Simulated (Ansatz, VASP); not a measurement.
# Cross-check of BaPbO3 between VASP and Ansatz, part 2 of 2

One calculation is typed for both programs; each brings its own data sets. How far apart do they land? The cell is taken from a series of runs on this material, whose earlier steps may have relaxed, scaled, displaced or heated it; both programs get it as it stands.

VASP 6.6.1 and Ansatz 0.2.0.

So far: Starting point; Ansatz: relaxation of cell and atoms, PBEsol.

### 3. VASP: relaxation of cell and atoms, PBEsol

Level of this step: PBEsol; plane waves and PAW (Ba_sv, Pb_d, O) (VASP).

The same cell, functional, mesh and smearing now go to VASP, with its own data sets.

Lines of VASP's logs that name or quote its potential files are left out, and so is its time.

The input, INCAR:

```
SYSTEM = BaPbO3
PREC = Accurate
ENCUT = 600
EDIFF = 1E-07
NELM = 120
ISMEAR = 1
SIGMA = 0.2
LREAL = .FALSE.
ALGO = Normal
GGA = PS
NBANDS = 27
LORBIT = 11
LWAVE = .FALSE.
LCHARG = .FALSE.
ISIF = 3
IBRION = 2
NSW = 80
EDIFFG = -0.005
LASPH = .TRUE.
GGA_COMPAT = .FALSE.
NELMIN = 4
KPAR = 2
```

The input, POSCAR:

```
BaPbO3
1.0
    4.2822640000      0.0000000000      0.0000000000
    0.0000000000      4.2822640000      0.0000000000
    0.0000000000      0.0000000000      4.2822640000
Ba Pb O
1 1 3
Direct
    0.5000000000      0.5000000000      0.5000000000
    0.0000000000      0.0000000000      0.0000000000
    0.0000000000      0.5000000000      0.0000000000
    0.0000000000      0.0000000000      0.5000000000
    0.5000000000      0.0000000000      0.0000000000
```

The input, KPOINTS:

```
Automatic mesh
0
Gamma
8 8 8
0 0 0
```

PAW data sets: Ba_sv, Pb_d and O (PBE family, release 64).

Started as:

```console
mpirun -np 2 vasp_std
```

Numbers of over 12 decimals in the logs are rounded to 6 here.

Output:

```text
[banner, memory and clock lines left out]
running    2 mpi-ranks, on    1 nodes
 distrk:  each k-point on    1 cores,    2 groups
 distr:  one band on    1 cores,    1 groups

 POSCAR found type information on POSCAR BaPbO
 POSCAR found :  3 types and       5 ions
|                                                                             |
|               ----> ADVICE to this user running VASP <----                  |
|                                                                             |
|     You enforced a specific xc type in the INCAR file but a different       |
|     [... a line on the potential file left out ...]
|     I HOPE YOU KNOW WHAT YOU ARE DOING!                                     |
|                                                                             |

 LDA part: xc-table for (Slater+PW92), standard interpolation
 POSCAR, INCAR and KPOINTS ok, starting setup
 FFT: planning ... GRIDC
 FFT: planning ... GRID_SOFT
 FFT: planning ... GRID
 WAVECAR not read
 entering main loop
       N       E                     dE             d eps       ncg     rms          rms(c)
DAV:   1     0.492465622361E+03    0.49247E+03   -0.22918E+04  1890   0.187E+03
DAV:   2     0.196316863052E+02   -0.47283E+03   -0.45390E+03  2156   0.474E+02
DAV:   3    -0.320522120807E+02   -0.51684E+02   -0.50221E+02  2408   0.162E+02
DAV:   4    -0.344503349798E+02   -0.23981E+01   -0.23894E+01  2803   0.319E+01
DAV:   5    -0.345067136024E+02   -0.56379E-01   -0.56347E-01  2544   0.412E+00    0.118E+01
DAV:   6    -0.305191005844E+02    0.39876E+01   -0.21122E+01  2778   0.474E+01    0.534E+00
DAV:   7    -0.304508230250E+02    0.68278E-01   -0.13855E+00  2237   0.807E+00    0.268E+00
DAV:   8    -0.304024307339E+02    0.48392E-01   -0.27772E-01  2418   0.378E+00    0.661E-01
DAV:   9    -0.303929091948E+02    0.95215E-02   -0.47285E-02  2979   0.214E+00    0.188E-01
DAV:  10    -0.303935595551E+02   -0.65036E-03   -0.44782E-03  2874   0.752E-01    0.512E-02
DAV:  11    -0.303935580262E+02    0.15289E-05   -0.65778E-04  3080   0.330E-01    0.273E-02
DAV:  12    -0.303935554678E+02    0.25583E-05   -0.74600E-05  2724   0.706E-02    0.129E-02
DAV:  13    -0.303935548525E+02    0.61537E-06   -0.73597E-06  2468   0.175E-02    0.279E-03
DAV:  14    -0.303935543610E+02    0.49142E-06   -0.53694E-07  2398   0.119E-02    0.113E-03
DAV:  15    -0.303935543765E+02   -0.15428E-07   -0.42266E-08  1278   0.335E-03
   1 F= -.30393554E+02 E0= -.30397092E+02  d E =-.303936E+02
 curvature:   0.00 expect dE= 0.000E+00 dE for cont linesearch  0.000E+00
 trial: gam= 0.00000 g(F)=  0.000E+00 g(S)=  0.306E-02 ort = 0.000E+00 (trialstep = 0.100E+01)
 search vector abs. value=  0.306E-02
 bond charge predicted
       N       E                     dE             d eps       ncg     rms          rms(c)
DAV:   1    -0.304221258184E+02   -0.28571E-01   -0.84001E-01  2379   0.129E+01    0.108E+00
DAV:   2    -0.303980810118E+02    0.24045E-01   -0.83288E-02  2554   0.312E+00    0.297E-01
DAV:   3    -0.303945273678E+02    0.35536E-02   -0.80020E-03  2384   0.196E+00    0.108E-01
DAV:   4    -0.303941707192E+02    0.35665E-03   -0.22555E-03  2839   0.715E-01    0.307E-02
DAV:   5    -0.303941852193E+02   -0.14500E-04   -0.17155E-04  3037   0.144E-01    0.155E-02
DAV:   6    -0.303941876877E+02   -0.24684E-05   -0.17878E-05  3281   0.620E-02    0.823E-03
DAV:   7    -0.303941862391E+02    0.14487E-05   -0.25591E-06  2943   0.272E-02    0.136E-03
DAV:   8    -0.303941859147E+02    0.32432E-06   -0.60724E-07  2919   0.917E-03    0.521E-04
DAV:   9    -0.303941860538E+02   -0.13910E-06   -0.15030E-08  1159   0.111E-03    0.138E-04
DAV:  10    -0.303941860646E+02   -0.10795E-07   -0.45192E-09  1083   0.588E-04
   2 F= -.30394186E+02 E0= -.30397493E+02  d E =-.631688E-03
 trial-energy change:   -0.000632  1 .order   -0.000654   -0.003064    0.001757
 step:   0.6292(harm=  0.6356)  dis= 0.00000  next Energy=   -30.394513 (dE=-0.958E-03)
 bond charge predicted
       N       E                     dE             d eps       ncg     rms          rms(c)
DAV:   1    -0.303983666109E+02   -0.41806E-02   -0.11470E-01  2408   0.474E+00    0.403E-01
DAV:   2    -0.303950309452E+02    0.33357E-02   -0.11488E-02  2566   0.116E+00    0.110E-01
DAV:   3    -0.303945442592E+02    0.48669E-03   -0.11013E-03  2378   0.725E-01    0.399E-02
DAV:   4    -0.303945006577E+02    0.43601E-04   -0.30863E-04  2819   0.263E-01    0.114E-02
DAV:   5    -0.303945072189E+02   -0.65612E-05   -0.23636E-05  2998   0.529E-02    0.573E-03
DAV:   6    -0.303945100064E+02   -0.27876E-05   -0.24631E-06  3278   0.226E-02    0.305E-03
DAV:   7    -0.303945113641E+02   -0.13577E-05   -0.30604E-07  2291   0.105E-02    0.473E-04
DAV:   8    -0.303945114747E+02   -0.11061E-06   -0.95174E-08  1216   0.430E-03    0.172E-04
DAV:   9    -0.303945114363E+02    0.38411E-07   -0.34520E-08  1026   0.227E-03
   3 F= -.30394511E+02 E0= -.30397909E+02  d E =-.957060E-03
 curvature:  -0.32 expect dE=-0.729E-08 dE for cont linesearch -0.729E-08
 trial: gam=-0.00273 g(F)=  0.229E-66 g(S)=  0.230E-07 ort = 0.839E-05 (trialstep = 0.926E+00)
 search vector abs. value=  0.100E-09
 reached required accuracy - stopping structural energy minimisation
```

Parts of OUTCAR (step 3):

```text
ion  position               nearest neighbor table
   1  0.500  0.500  0.500-   3 3.03   4 3.03   5 3.03   3 3.03   5 3.03   4 3.03   5 3.03   5 3.03
                             3 3.03   4 3.03   3 3.03   4 3.03   2 3.71   2 3.71   2 3.71   2 3.71
   2  0.000  0.000  0.000-   3 2.14   4 2.14   5 2.14   4 2.14   3 2.14   5 2.14   1 3.71   1 3.71
                             1 3.71   1 3.71   1 3.71   1 3.71   1 3.71   1 3.71
   3  0.000  0.500  0.000-   2 2.14   2 2.14   1 3.03   1 3.03   1 3.03   1 3.03
   4  0.000  0.000  0.500-   2 2.14   2 2.14   1 3.03   1 3.03   1 3.03   1 3.03
   5  0.500  0.000  0.000-   2 2.14   2 2.14   1 3.03   1 3.03   1 3.03   1 3.03

  LATTYP: Found a simple cubic cell.
 ALAT       =     4.2822640000

 Subroutine GETGRP returns: Found 48 space group operations
 (whereof 48 operations were pure point group operations)

The static configuration has the point symmetry O_h .

 Found     35 irreducible k-points:

   k-points           NKPTS =     35   k-points in BZ     NKDIM =     35   number of bands    NBANDS=     27

   dimension x,y,z NGX =    36 NGY =   36 NGZ =   36
   dimension x,y,z NGXF=    72 NGYF=   72 NGZF=   72

   ENCUT  =  600.0 eV  44.10 Ry    6.64 a.u.   8.55  8.55  8.55*2*pi/ulx,y,z

   NELECT =      42.0000    total number of electrons

 k-points in reciprocal lattice and weights: Automatic mesh
   0.00000000  0.00000000  0.00000000       0.002
   0.12500000  0.00000000  0.00000000       0.012
   0.25000000  0.00000000  0.00000000       0.012
   0.37500000  0.00000000  0.00000000       0.012
   0.50000000  0.00000000  0.00000000       0.006
   0.12500000  0.12500000  0.00000000       0.023
   0.25000000  0.12500000  0.00000000       0.047
   0.37500000  0.12500000  0.00000000       0.047
   0.50000000  0.12500000  0.00000000       0.023
[...]
0.50000000  0.50000000  0.37500000       0.012
   0.50000000  0.50000000  0.50000000       0.002

 average (electrostatic) potential at core
       1 -33.9179       2 -91.8314       3 -69.9247       4 -69.9247       5 -69.9247

 E-fermi :   3.3786

 k-point     1 :       0.0000    0.0000    0.0000
  band No.  band energies     occupation
    ...
     18       2.4413      2.00000
     19       2.4413      2.00000
     20       2.7669      2.00013
     21       2.7669      2.00013
     22       2.7669      2.00013
     23       7.9856      0.00000
     24       7.9856      0.00000
     25       9.6559      0.00000
     26      10.2978      0.00000
     27      10.2978      0.00000

 k-point     2 :       0.1250    0.0000    0.0000
  band No.  band energies     occupation
    ...
     18       2.4082      2.00000
     19       2.4082      2.00000
     20       2.7351      2.00005
     21       2.7351      2.00005
     22       3.2047      2.01162
     23       8.2130      0.00000
     24       8.2226      0.00000
     25       9.9449      0.00000
     26      10.3268      0.00000
     27      10.4610      0.00000

 k-point     3 :       0.2500    0.0000    0.0000
  band No.  band energies     occupation
    ...
     17       2.1123      2.00000
     18       2.3382      2.00000
     19       2.3382      2.00000
     20       2.6641      2.00001
     21       2.6641      2.00001
     22       4.4937     -0.00000
     23       8.7637      0.00000
     24       8.8211      0.00000
     25      10.3998      0.00000
     26      10.7441      0.00000
    ...

  Total        0.0008905      0.0008905      0.0008905      0.0000000      0.0000000     -0.0000000
  in kB        0.0180607      0.0180607      0.0180607      0.0000000      0.0000000     -0.0000000
  external PRESSURE =       0.0180607 kB  Pullay stress =       0.0000000 kB

  energy-cutoff  :      600.00
  volume of cell :       78.99
      direct lattice vectors                 reciprocal lattice vectors
     4.290722223 -0.000000000  0.000000000     0.233060997 -0.000000000  0.000000000
     0.000000000  4.290722223  0.000000000     0.000000000  0.233060997  0.000000000
    -0.000000000 -0.000000000  4.290722223    -0.000000000 -0.000000000  0.233060997

 POSITION                                       TOTAL-FORCE (eV/Angst)
 -----------------------------------------------------------------------------------
      2.14536      2.14536      2.14536         0.000000      0.000000      0.000000
      0.00000      0.00000      0.00000         0.000000      0.000000      0.000000
      0.00000      2.14536      0.00000         0.000000      0.000000      0.000000
     -0.00000     -0.00000      2.14536        -0.000000     -0.000000      0.000000
      2.14536     -0.00000      0.00000         0.000000      0.000000      0.000000
 -----------------------------------------------------------------------------------
    total drift:                                0.000000      0.000000     -0.000000

  FREE ENERGIE OF THE ION-ELECTRON SYSTEM (eV)
  ---------------------------------------------------
  free  energy   TOTEN  =       -30.3945114363 eV

  energy  without entropy=      -30.4047037448  energy(sigma->0) =      -30.39790887

 reached required accuracy - stopping structural energy minimisation

 total charge
# of ion       s       p       d       tot
------------------------------------------
    1        1.993   5.611   0.233   7.837
    2        1.043   0.836  10.057  11.937
    3        1.563   3.387   0.000   4.949
    4        1.563   3.387   0.000   4.949
    5        1.563   3.387   0.000   4.949
--------------------------------------------------
tot          7.723  16.607  10.291  34.621

[... 3 further parts left out ...]
```

CONTCAR:

```
BaPbO3
   1.00000000000000
     4.2907222232359814   -0.0000000000000000    0.0000000000000000
     0.0000000000000000    4.2907222232359814    0.0000000000000000
    -0.0000000000000000   -0.0000000000000000    4.2907222232359814
  Ba              Pb              O
     1     1     3
Direct
     0.5000000000000000    0.5000000000000000    0.5000000000000000
     0.0000000000000000    0.0000000000000000    0.0000000000000000
     0.0000000000000000    0.5000000000000000    0.0000000000000000
     0.0000000000000000    0.0000000000000000    0.5000000000000000
     0.5000000000000000    0.0000000000000000    0.0000000000000000
```

Harder data sets than Ba_sv exist (the GW ones), and pressures, volumes and forces can shift noticeably with them. The run keeps the 48 symmetry operations of its start, so it cannot find a distortion of lower symmetry.

### 4. Side by side

Known differences besides the potentials themselves: the cutoff is 420 eV in Ansatz and 600 eV in VASP; Ansatz makes its cores anew for this functional, VASP keeps those of its PBE data sets; Ansatz adds a Pulay correction to the stress that steers its cell, VASP none. Total energies have different zeros and are not compared.

Compared:

```csv
quantity,Ansatz,VASP,difference
volume (Å³),78.46,78.99,-0.67 %
"edge a after relaxation, in the typed setting (Å)",4.281,4.291,-0.22 %
```

### 5. Summary of results

- difference in volume (relaxation of cell and atoms, PBEsol): -0.67 %

The difference in volume is -0.67 % (relaxation of cell and atoms, PBEsol), within the 1.2 % picked in this series as the mark of a large difference, as far as the stopping tolerances let one tell. 1 further run of this series is not shown here. How closely two codes agree says nothing of how well the functional describes the real material.

[Lines on the potential files, build, host, timing and source positions are cut from VASP's logs without a mark.]

[Logs are printed without paths, hosts, clocks, repeated set-up lines and the standing remarks that a program may print on its own settings, such as how far it seeks lower states.]

[Hosts, paths, dates, database ids (printed as entryN), source tags and the programs' standing remarks are cut or masked in the printed files.]
